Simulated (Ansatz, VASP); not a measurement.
## Cross-check of Pt between VASP and Ansatz

One calculation is typed for both programs; each brings its own data sets. How far apart do they land? The two relaxations start from unlike cells of this crystal (the structure described is Ansatz's start), so only their ends are compared.

Main program and level: Ansatz 0.2.0; plane waves, with VASP 6.6.1 beside it; relaxation of cell and atoms at PBE, spin-orbit coupling.

## (1) The structure

The structure is cubic, space group Fm-3m (No. 225). The conventional cell has a = 3.922 Å, b = 3.922 Å, c = 3.922 Å, α = 90.00°, β = 90.00°, γ = 90.00°. Pt has 12 Pt at 2.77 Å nearest.

Structure file:

```xyz
1
Lattice="0.0000 1.9609 1.9609 1.9609 0.0000 1.9609 1.9609 1.9609 0.0000" Properties=species:S:1:pos:R:3 pbc="T T T"
Pt    0.0000    0.0000    0.0000
```

## (2) VASP: relaxation of cell and atoms, PBE, spin-orbit coupling

The relaxed volume is the usual yardstick between codes: in a stiff, nearly cubic crystal its relative difference is about their pressure difference at one cell divided by the bulk modulus.

Lines of VASP's logs that name or quote its potential files are left out, and so is its time.

Contents of INCAR:

```
SYSTEM = Pt
PREC = Accurate
ENCUT = 500
EDIFF = 1E-07
NELM = 200
ISMEAR = -1
SIGMA = 0.1
LREAL = .FALSE.
ALGO = Normal
GGA = PE
LNONCOLLINEAR = .TRUE.
MAGMOM = 0 0 0
NBANDS = 22
GGA_COMPAT = .FALSE.
LASPH = .TRUE.
LSORBIT = .TRUE.
LMAXMIX = 4
LORBIT = 11
LWAVE = .FALSE.
LCHARG = .FALSE.
ISIF = 3
IBRION = 2
NSW = 80
EDIFFG = -0.005
NELMIN = 4
```

Contents of POSCAR:

```
Pt
1.0
    0.0000000000      1.9868472582      1.9868472582
    1.9868472582      0.0000000000      1.9868472582
    1.9868472582      1.9868472582      0.0000000000
Pt
1
Direct
    0.0000000000      0.0000000000      0.0000000000
```

Contents of KPOINTS:

```
Automatic mesh
0
Gamma
18 18 18
0 0 0
```

PAW data sets: Pt (PBE family, release 64).

The run is started by

```
$ mpirun -np 1 vasp_ncl
```

Numbers of over 12 decimals in the logs are rounded to 6 here.

What it wrote:

```text
[banner, memory and clock lines left out]
running    1 mpi-ranks, on    1 nodes
 distrk:  each k-point on    1 cores,    1 groups
 distr:  one band on    1 cores,    1 groups

 POSCAR found type information on POSCAR Pt
 POSCAR found :  1 types and       1 ions
 LDA part: xc-table for (Slater+PW92), standard interpolation
 POSCAR, INCAR and KPOINTS ok, starting setup
 FFT: planning ... GRIDC
 FFT: planning ... GRID_SOFT
 FFT: planning ... GRID
 WAVECAR not read
 entering main loop
       N       E                     dE             d eps       ncg     rms          rms(c)
DAV:   1     0.515448876469E+02    0.51545E+02   -0.47871E+03  8708   0.832E+02
DAV:   2    -0.567068295174E+01   -0.57216E+02   -0.53416E+02 10116   0.208E+02
DAV:   3    -0.689435741819E+01   -0.12237E+01   -0.12114E+01 10284   0.293E+01
DAV:   4    -0.690132432082E+01   -0.69669E-02   -0.69662E-02  9974   0.242E+00
DAV:   5    -0.690140200313E+01   -0.77682E-04   -0.77682E-04 10162   0.259E-01    0.131E+01
DAV:   6    -0.656099986559E+01    0.34040E+00   -0.38810E-01  9450   0.716E+00    0.722E+00
DAV:   7    -0.652434016924E+01    0.36660E-01   -0.64704E-02  9984   0.293E+00    0.294E+00
DAV:   8    -0.652113759692E+01    0.32026E-02   -0.29277E-03  9510   0.471E-01    0.122E+00
DAV:   9    -0.652093519938E+01    0.20240E-03   -0.41446E-04 10002   0.194E-01    0.168E-01
DAV:  10    -0.652091993353E+01    0.15266E-04   -0.18679E-05  9678   0.438E-02    0.173E-02
DAV:  11    -0.652092378344E+01   -0.38499E-05   -0.98371E-07  9810   0.890E-03    0.106E-02
DAV:  12    -0.652092418769E+01   -0.40424E-06   -0.79672E-08  9784   0.258E-03    0.159E-03
DAV:  13    -0.652092413785E+01    0.49839E-07   -0.31971E-09  4926   0.504E-04
   1 F= -.65209241E+01 E0= -.64955618E+01  d E =-.652092E+01  mag=     0.0000     0.0000    -0.0000
 curvature:   0.00 expect dE= 0.000E+00 dE for cont linesearch  0.000E+00
 trial: gam= 0.00000 g(F)=  0.183E-64 g(S)=  0.558E-05 ort = 0.000E+00 (trialstep = 0.100E+01)
 search vector abs. value=  0.558E-05
 bond charge predicted
       N       E                     dE             d eps       ncg     rms          rms(c)
DAV:   1    -0.652099111155E+01   -0.66924E-04   -0.10081E-03  9024   0.355E-01    0.571E-02
DAV:   2    -0.652092411408E+01    0.66997E-04   -0.85349E-05  8976   0.103E-01    0.323E-02
DAV:   3    -0.652092077361E+01    0.33405E-05   -0.66751E-06  9960   0.293E-02    0.224E-02
DAV:   4    -0.652092095302E+01   -0.17941E-06   -0.17540E-07 10072   0.349E-03    0.965E-03
DAV:   5    -0.652092129870E+01   -0.34569E-06   -0.19591E-07  9412   0.322E-03    0.211E-04
DAV:   6    -0.652092130325E+01   -0.45469E-08   -0.39482E-09  4914   0.506E-04
   2 F= -.65209213E+01 E0= -.64955838E+01  d E =0.283460E-05  mag=    -0.0000     0.0000     0.0000
 trial-energy change:    0.000003  1 .order    0.000004   -0.000006    0.000013
 step:   0.3715(harm=  0.2955)  dis= 0.00000  next Energy=    -6.520925 (dE=-0.109E-05)
 bond charge predicted
       N       E                     dE             d eps       ncg     rms          rms(c)
DAV:   1    -0.652095400422E+01   -0.32706E-04   -0.39813E-04  8928   0.223E-01    0.359E-02
DAV:   2    -0.652092700498E+01    0.26999E-04   -0.33779E-05  8862   0.650E-02    0.204E-02
DAV:   3    -0.652092536794E+01    0.16370E-05   -0.26248E-06  9936   0.184E-02    0.141E-02
DAV:   4    -0.652092535339E+01    0.14553E-07   -0.64539E-08  7858   0.219E-03
   3 F= -.65209254E+01 E0= -.64955727E+01  d E =-.121554E-05  mag=     0.0000     0.0000    -0.0000
 curvature:  -0.15 expect dE=-0.729E-07 dE for cont linesearch -0.729E-07
 trial: gam= 0.00000 g(F)=  0.779E-65 g(S)=  0.499E-06 ort =-0.167E-05 (trialstep = 0.874E+00)
 search vector abs. value=  0.499E-06
 reached required accuracy - stopping structural energy minimisation
```

OUTCAR, selected parts (step 2):

```text
ion  position               nearest neighbor table
   1  0.000  0.000  0.000-

  LATTYP: Found a face centered cubic cell.
 ALAT       =     3.9736945164

 Subroutine GETGRP returns: Found 48 space group operations
 (whereof 48 operations were pure point group operations)

The static configuration has the point symmetry O_h .

 Found    195 irreducible k-points:

   k-points           NKPTS =    195   k-points in BZ     NKDIM =    195   number of bands    NBANDS=     22

   dimension x,y,z NGX =    20 NGY =   20 NGZ =   20
   dimension x,y,z NGXF=    40 NGYF=   40 NGZF=   40

   ENCUT  =  500.0 eV  36.75 Ry    6.06 a.u.   5.12  5.12  5.12*2*pi/ulx,y,z

   NELECT =      10.0000    total number of electrons

 k-points in reciprocal lattice and weights: Automatic mesh
   0.00000000  0.00000000  0.00000000       0.000
   0.05555556  0.00000000  0.00000000       0.001
   0.11111111  0.00000000  0.00000000       0.001
   0.16666667  0.00000000  0.00000000       0.001
   0.22222222  0.00000000  0.00000000       0.001
   0.27777778  0.00000000  0.00000000       0.001
   0.33333333  0.00000000  0.00000000       0.001
   0.38888889  0.00000000  0.00000000       0.001
   0.44444444  0.00000000  0.00000000       0.001
[...]
-0.27777778  0.44444444  0.22222222       0.004
  -0.27777778  0.50000000  0.22222222       0.002

 average (electrostatic) potential at core
       1 -63.4940

 E-fermi :  10.6095

 k-point     1 :       0.0000    0.0000    0.0000
  band No.  band energies     occupation
    ...
      8       7.4924      1.00000
      9       9.1773      1.00000
     10       9.1773      1.00000
     11       9.1773      1.00000
     12       9.1773      1.00000
     13      25.2760      0.00000
     14      25.2760      0.00000
     15      29.4833      0.00000
     16      29.4833      0.00000
     17      30.2044      0.00000
    ...

 k-point     2 :       0.0556    0.0000    0.0000
  band No.  band energies     occupation
    ...
      8       7.5101      1.00000
      9       9.1333      1.00000
     10       9.1333      1.00000
     11       9.1737      1.00000
     12       9.1737      1.00000
     13      25.4578      0.00000
     14      25.4578      0.00000
     15      29.1548      0.00000
     16      29.1548      0.00000
     17      30.0439      0.00000
    ...

 k-point     3 :       0.1111    0.0000    0.0000
  band No.  band energies     occupation
    ...
      8       7.5899      1.00000
      9       9.0191      1.00000
     10       9.0191      1.00000
     11       9.1821      1.00000
     12       9.1821      1.00000
     13      25.9475      0.00000
     14      25.9475      0.00000
     15      27.8582      0.00000
     16      27.8582      0.00000
     17      30.4413      0.00000
    ...

  Total        0.0018574      0.0018574      0.0018574      0.0000000      0.0000000      0.0000000
  in kB        0.1897771      0.1897771      0.1897771      0.0000000      0.0000000      0.0000000
  external PRESSURE =       0.1897771 kB  Pullay stress =       0.0000000 kB

  energy-cutoff  :      500.00
  volume of cell :       15.68
      direct lattice vectors                 reciprocal lattice vectors
     0.000000000  1.986626263  1.986626263    -0.251682971  0.251682971  0.251682971
     1.986626263 -0.000000000  1.986626263     0.251682971 -0.251682971  0.251682971
     1.986626263  1.986626263 -0.000000000     0.251682971  0.251682971 -0.251682971

 POSITION                                       TOTAL-FORCE (eV/Angst)
 -----------------------------------------------------------------------------------
      0.00000     -0.00000      0.00000        -0.000000      0.000000      0.000000
 -----------------------------------------------------------------------------------
    total drift:                                0.000000     -0.000000      0.000000

  FREE ENERGIE OF THE ION-ELECTRON SYSTEM (eV)
  ---------------------------------------------------
  free  energy   TOTEN  =        -6.5209253534 eV

  energy  without entropy=       -6.4702201174  energy(sigma->0) =       -6.49557274

 reached required accuracy - stopping structural energy minimisation

 Spin-Orbit-Coupling matrix elements
 Ion:    1  E_soc:     -0.7816482

 total charge
# of ion       s       p       d       tot
------------------------------------------
    1        0.622   0.583   7.996   9.200

 magnetization (x)
# of ion       s       p       d       tot
------------------------------------------
    1       -0.000   0.000   0.000  -0.000

 magnetization (y)
# of ion       s       p       d       tot
------------------------------------------
    1        0.000   0.000   0.000   0.000

 magnetization (z)
# of ion       s       p       d       tot
------------------------------------------
    1        0.000   0.000   0.000   0.000

[... 3 further parts left out ...]
```

The run keeps the 48 symmetry operations of its start, so it cannot find a distortion of lower symmetry.

## (3) Ansatz: relaxation of cell and atoms, PBE, spin-orbit coupling

Ansatz runs on its fully relativistic PAW (standard-fr) files.

Its own start cell and the same functional, mesh and smearing now go to Ansatz, which takes its cutoff from its data sets.

Contents of input.yaml:

```yaml
crystal:
  lattice:
    - [0.0, 1.9609, 1.9609]
    - [1.9609, 0.0, 1.9609]
    - [1.9609, 1.9609, 0.0]
  atoms:
    - { symbol: Pt, position: [0.0, 0.0, 0.0] }
kpoints:
  mp_grid: { grid: [18, 18, 18] }
scf:
  occupations: { method: fermi_dirac, width: 0.1 }
hamiltonian:
  xc: pbe
  pseudopotentials: { kind: paw_fr }
output:
  forces: true
  stress: true
relax:
  f_tol: 0.01
  max_steps: 60
  cell: {}
magnetization:
  noncollinear: true
  spin_orbit: true
```

The run is started by

```
$ ansatz run input.yaml --threads 1 --pin off --max-ram 2048MiB --backend cpu --events-out ev --progress --plain --runs-dir out
```

What it wrote:

```text
Engine: ansatz 0.2.0, x86_64-unknown-linux-gnu
Pseudopotentials: kind: paw_fr
Pseudopotential: Pt, paw_fr, valence charge 18, recommended cutoff 420 eV (normal), Pt.paw.azcp#standard-fr
Functional definition: PBE
  parameter kappa = 0.804
  parameter beta = 0.066725
  exchange = pbe_x(kappa = kappa, mu = beta*pi^2/3)
  correlation = pbe_c(beta = beta)
non-collinear run that drives no moment, with spin-orbit: no starting moment large enough to seed its density (crystal.atoms[].spin), no starting occupations that ask for one, no magnetisation constraint and no magnetic field, so the semilocal B_xc is pinned to zero
Crystal: 1 atoms, lattice volume = 15.080 Å³
Basis set: ecut = 420 eV, 283 PW (Γ), exchange–correlation on 40×40×40 points (8 copies of the dense FFT grid, shifted against one another)
Bands: 26, of which v1, the nominal top of the filled ones, is band 18 counted from 1 (17 counted from 0)
Symmetry: 48 space group operations + 48 with time reversal
Magnetic group: BNS 225.117 (UNI 1619), of the structure as read, at distance tolerance 2.5e-5 Å
k-points: 195 of 5832
Projection manifold: j_resolved (fully-relativistic pseudo-atomic orbitals)
Non-local potential: Pt, projectors of the file, l = 0: 3, l = 1: 4, l = 2: 4, l = 3: 2
PAW form: soft (Blöchl's): semilocal exchange-correlation on the pseudo side does not see the compensation charge
PAW one-centre angular grid: Pt, 590 points (default); XC on 64 Gauss nodes
Initial density: superposition of atomic densities (chi_scale 0.1, normalization cell)
Initial wavefunctions: pseudopotential atomic-orbital guess
Functional: x = pbe(κ = 0.804, μ = 0.219515), c = pbe(β = 0.066725)
SCF iter   1: F=—  HF=-12557.996673 eV  |F-HF|=—  |Δ(HF+E_count)|=         —  Δρ=8.65e-2  dr2=1.07e0  dr2_m=0.00e0 (ungated)  ethr=3.10e-3  |M|=0.00e0 ∫|m|=0.00e0 μB  |m|>n=0.0e0 m-floor=0.0e0 τ_xc=0.0e0  β_m=0.30  ⟨swp⟩=5.8  Hψ=11598  notcnv=0  defer=108
preconditioner: auto → none  [metal: Δε(μ)=0.011 eV  Ē_g=13.926 eV  σ=0.100 eV  W_gap=0.03  n_scr=8 (ndim 8)  ℏωp=30.2 eV  f_vac=0.000  D(μ)=1.52/eV (n_scr^D=14)  sad-step TF]
SCF iter   2: F=—  HF=-12557.808896 eV  |F-HF|=—  |Δ(HF+E_count)|=   1.88e-1  Δρ=5.93e-2  dr2=4.93e-1  dr2_m=0.00e0 (ungated)  ethr=3.10e-3  |M|=0.00e0 ∫|m|=0.00e0 μB  |m|>n=0.0e0 m-floor=0.0e0 τ_xc=0.0e0  β_m=0.60  ⟨swp⟩=1.9  Hψ=3728  notcnv=0  defer=454
SCF iter   3: F=—  HF=-12557.657949 eV  |F-HF|=—  |Δ(HF+E_count)|=   1.51e-1  Δρ=7.37e-3  dr2=3.11e-3  dr2_m=0.00e0 (ungated)  ethr=2.74e-3  |M|=0.00e0 ∫|m|=0.00e0 μB  |m|>n=0.0e0 m-floor=0.0e0 τ_xc=0.0e0  β_m=0.80  ⟨swp⟩=2.0  Hψ=3764  notcnv=0  defer=456
SCF iter   4: F=—  HF=-12557.660040 eV  |F-HF|=—  |Δ(HF+E_count)|=   2.09e-3  Δρ=1.34e-3  dr2=2.54e-4  dr2_m=0.00e0 (ungated)  ethr=1.73e-5  |M|=0.00e0 ∫|m|=0.00e0 μB  |m|>n=0.0e0 m-floor=0.0e0 τ_xc=0.0e0  β_m=0.69  ⟨swp⟩=2.7  Hψ=4595  notcnv=0  defer=456
SCF iter   5: F=—  HF=-12557.659952 eV  |F-HF|=—  |Δ(HF+E_count)|=   8.80e-5  Δρ=6.74e-5  dr2=3.86e-7  dr2_m=0.00e0 (ungated)  ethr=1.41e-6  |M|=0.00e0 ∫|m|=0.00e0 μB  |m|>n=0.0e0 m-floor=0.0e0 τ_xc=0.0e0  β_m=0.79  ⟨swp⟩=2.1  Hψ=3388  notcnv=0  defer=456
SCF iter   6: F=—  HF=-12557.659953 eV  |F-HF|=—  |Δ(HF+E_count)|=   1.12e-6  Δρ=1.22e-5  dr2=1.06e-8  dr2_m=0.00e0 (ungated)  ethr=5.56e-10  |M|=0.00e0 ∫|m|=0.00e0 μB  |m|>n=0.0e0 m-floor=0.0e0 τ_xc=0.0e0  β_m=0.90  ⟨swp⟩=4.0  Hψ=7858  notcnv=0
SCF iter   7: F=-12557.659953 eV  HF=-12557.659953 eV  |F-HF|=4.00e-11  |Δ(HF+E_count)|=   1.15e-9  Δρ=1.65e-6  dr2=1.09e-10  dr2_m=0.00e0 (ungated)  ethr=5.91e-11  |M|=0.00e0 ∫|m|=0.00e0 μB  |m|>n=0.0e0 m-floor=0.0e0 τ_xc=0.0e0  ⟨swp⟩=2.0  Hψ=7123  notcnv=0
SCF 1 converged in 7 iterations: F = -12557.659953 eV  dr2 = 1.09e-10
  greatest PAW one-centre occupation: 1.000 electrons in one spin orbital (limit 2), on the Pt atom at site 0 (counted from 0), in its partial waves of l = 0
relax step   1: F+E_penalty+E_count = -12557.65995269 eV  Δ(F+E_penalty+E_count) = +0.000e0 eV  max|allowed force component| = 0.000e0 eV/Å  Δτ_max = 0.0000 Å  P = +10.753 GPa  Ω = 15.080 Å³  (7 SCF iters, dr2 threshold 1.00e-7 eV, accepted)
[...]
relax step   3: F+E_penalty+E_count = -12557.67886690 eV  Δ(F+E_penalty+E_count) = -1.891e-2 eV  max|allowed force component| = 0.000e0 eV/Å  Δτ_max = 0.0000 Å  P = -1.394 GPa  Ω = 15.783 Å³  energy of the carried Pulay correction = -3.466e-4 eV  (7 SCF iters, accepted)
[...]
relax step   4: F+E_penalty+E_count = -12557.67930647 eV  Δ(F+E_penalty+E_count) = -4.396e-4 eV  max|allowed force component| = 0.000e0 eV/Å  Δτ_max = 0.0000 Å  P = -0.121 GPa  Ω = 15.699 Å³  energy of the carried Pulay correction = -3.060e-4 eV  (4 SCF iters, dr2 threshold 1.00e-7 eV, accepted)
[...]
relax step   5: F+E_penalty+E_count = -12557.67931326 eV  Δ(F+E_penalty+E_count) = -6.793e-6 eV  max|allowed force component| = 0.000e0 eV/Å  Δτ_max = 0.0000 Å  P = +0.002 GPa  Ω = 15.691 Å³  energy of the carried Pulay correction = -3.022e-4 eV  (2 SCF iters, dr2 threshold 3.65e-8 eV, accepted)
[...]
relax step   6: F+E_penalty+E_count = -12557.67958525 eV  Δ(F+E_penalty+E_count) = -2.720e-4 eV  max|allowed force component| = 0.000e0 eV/Å  Δτ_max = 0.0000 Å  P = -0.015 GPa  Ω = 15.691 Å³  stress off target by 1.47e-2 GPa  SCF on the basis re-selected at this cell (its energy is not comparable with the rows above)  (5 SCF iters)
basis re-selected at this cell: Δ(F+E_penalty+E_count) = -2.720e-4 eV, ΔP = -0.017 GPa vs the last step (what re-selecting the basis moved, of the pressure what is left beyond the Pulay correction that the steps carried, after the strain that the cell walked since its last selection, with what the two solves' SCF thresholds leave and, on support functions, any second-order correction that the steps lacked; it is no measure of the basis error at this ecutwfc). This SCF's stress stands 1.47e-2 GPa from its target on what of the cell is left free (relax.cell.stress_tol is 5.00e-2 GPa) and its largest allowed force component is 0.00e0 eV/Å (relax.f_tol is 1.00e-2 eV/Å): [rest of the remark cut]
SCF converged after 5 iterations
Magnetization: |M| = 0.0000 μB,  M = (+0.0000, +0.0000, +0.0000) μB
Absolute magnetization: 0.0000 μB (∫|m|)
  site 0: m = (+0.0000, +0.0000, +0.0000) μB, |m| = 0.0000 μB  (R = 1.16 Å)
Free energy (F): -12557.679585 eV
Harris-Foulkes:  -12557.679585 eV  (|F-HF|=0.00e0)
Internal energy: -12557.629103 eV  (E = F + TS)
E sigma→0 (E₀):  -12557.654344 eV
Entropy (-TS):   -0.050482 eV (-50.482 meV/atom)
Fermi energy:    22.318490 eV
--- Per-component energies (eV) ---
  E_band       = -151.977838
  E_kinetic    = 636.524615
  E_local      = -1507.606780  (includes V_loc(G=0)·N_el)
  E_nonlocal   = 188.034849
  E_hartree    = 558.526114
  E_xc         = -261.657337
  E_vxc        = -302.726684  (∫ρ·V_xc dr)
  E_paw        = -9480.202601  (= ΣΔE_a)
  E_vpaw       = -283.256228  (= ΣTr[D̂ρ^β])
  E_aug_tail   = 0.000170  (compensation charges beyond the density's cutoff)
  E_ewald      = -2691.248134
  E_smearing   = -0.050482  (= −TS)
  E_closure    = 0.000000  (closes the sum)
  Σ components = -12557.679585   (vs F -12557.679585, Δ=0.00e0)
--- Forces (eV/Å), atoms counted from 1 ---
  atom   1  Pt    -0.00000000     0.00000000     0.00000000
  max |Σ_I F_I| component: 1.08e-29 eV/Å
--- Stress (GPa, compression-positive) ---
       -0.014654      -0.000000      -0.000000
       -0.000000      -0.014654      -0.000000
       -0.000000      -0.000000      -0.014654
  P = ⅓ Tr σ = -0.0147 GPa (-0.147 kbar)
--- Relaxed structure (5 steps of the walk, 4 accepted, 1 SCFs on fresh bases) ---
  F+E_penalty+E_count = -12557.67958525 eV   max|allowed force component| = 0.000e0 eV/Å   (the final SCF, on the basis selected at the relaxed cell)
  cell:  # Å, volume = 15.6913 Å³
    - [0, 1.987053, 1.987053]
    - [1.987053, 0, 1.987053]
    - [1.987053, 1.987053, 0]
  atoms:
    - { symbol: Pt, position: [0.0, 0.0, 0.0] }
```

In the SCF lines HF is the Harris–Foulkes energy and dr2 the Hartree energy of the density residual, in eV; the loop may stop once dr2 is under the threshold and the program's other checks hold. Hψ counts applications of the Hamiltonian.

## (4) Comparison

Known differences besides the potentials themselves: spin-orbit coupling enters by fully relativistic files in Ansatz and inside the spheres in VASP; the data sets hold 18 valence electrons in Ansatz (on its fully relativistic PAW (standard-fr) files) and 10 in VASP; the cutoff is 420 eV in Ansatz and 500 eV in VASP; Ansatz adds a Pulay correction to the stress that steers its cell, VASP none. Total energies have different zeros and are not compared.

The two programs side by side:

```tsv
quantity	Ansatz	VASP	difference
volume (Å³)	15.69	15.68	+0.06 %
edge a after relaxation, in the typed setting (Å)	2.810	2.809	+0.02 %
```

## (5) Outcome

```yaml
difference_in_volume_relaxation_of_cell_and_atoms_pbe_spin_orbit_coupling: 0.064 %
```

In words: The difference in volume is 0.064 % (relaxation of cell and atoms, PBE, spin-orbit coupling), within the 1.2 % picked in this series as the mark of a large difference, as far as the stopping tolerances let one tell. The data sets hold unlike numbers of valence electrons (18 in Ansatz and 10 in VASP), so part of the differences comes from the potentials. Such differences can come from data sets, numerical settings and the points named under the comparisons, not from the functional's error against experiment.

[Lines on the potential files, build, host, timing and source positions are cut from VASP's logs without a mark.]

[Logs are printed without paths, hosts, clocks, repeated set-up lines and the standing remarks that a program may print on its own settings, such as how far it seeks lower states.]

[Hosts, paths, dates, database ids (printed as entryN), source tags and the programs' standing remarks are cut or masked in the printed files.]
